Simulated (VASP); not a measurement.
The input files of a VASP run:

INCAR:
```
# general
SYSTEM   =  TiN
PREC     =  Accurate
ENCUT    =  620
LREAL    =  F
LASPH    =  T

# electronic loop
EDIFF    =  1E-6
NELM     =  100
ALGO     =  Normal
LMAXMIX  =  4

# smearing
ISMEAR   =  1
SIGMA    =  0.1

# functional
GGA      =  PE

# ions
IBRION   =  2
NSW      =  40
ISIF     =  3
EDIFFG   =  -0.02
PSTRESS  =  100

# output
LWAVE    =  F
LCHARG   =  F
```

### POSCAR
```
TiN
1
    0.0000000000     2.1005683483     2.1005683483
    2.1005683483     0.0000000000     2.1005683483
    2.1005683483     2.1005683483     0.0000000000
Ti N
1 1
Direct
  0.0000000000   0.0000000000   0.0000000000
  0.5000000000   0.5000000000   0.5000000000
```

**KPOINTS**
```
Automatic mesh
0
Gamma
15 15 15
0 0 0
```

POTCAR, in this order: Ti_sv N (PBE.64 set). Program: vasp_std.

Question: Translate this PBE calculation to Quantum ESPRESSO's pw.x.

Answer: One equivalent input (not run):
```
&CONTROL
  calculation = 'vc-relax'
  pseudo_dir = './pseudo'
  outdir = './out'
  tprnfor = .true.
  tstress = .true.
  nstep = 40
  forc_conv_thr = 0.00078
/
&SYSTEM
  ibrav = 0
  nat = 2
  ntyp = 2
  ecutwfc = 84
  occupations = 'smearing'
  smearing = 'methfessel-paxton'
  degauss = 0.00735
  input_dft = 'pbe'
/
&ELECTRONS
  conv_thr = 7.3e-08
  electron_maxstep = 100
/
&IONS
/
&CELL
  press = 100
/
ATOMIC_SPECIES
  Ti 47.867 Ti.upf
  N 14.007 N.upf
CELL_PARAMETERS angstrom
     0.0000000    2.1005683    2.1005683
     2.1005683    0.0000000    2.1005683
     2.1005683    2.1005683    0.0000000
ATOMIC_POSITIONS crystal
  Ti   0.0000000  0.0000000  0.0000000
  N    0.5000000  0.5000000  0.5000000
K_POINTS automatic
  15 15 15 0 0 0
```
Limits of the translation: the potentials are each code's own (VASP's PAW set, PseudoDojo norm-conserving files in pw.x), so ENCUT and ecutwfc are chosen apart and not converted; conv_thr bounds pw.x's estimated SCF error, while EDIFF bounds the energy change between steps; forc_conv_thr acts on force components and is met together with etot_conv_thr.

The compound is TiN in the rock salt structure. It was relaxed first under an external pressure of 10 GPa.
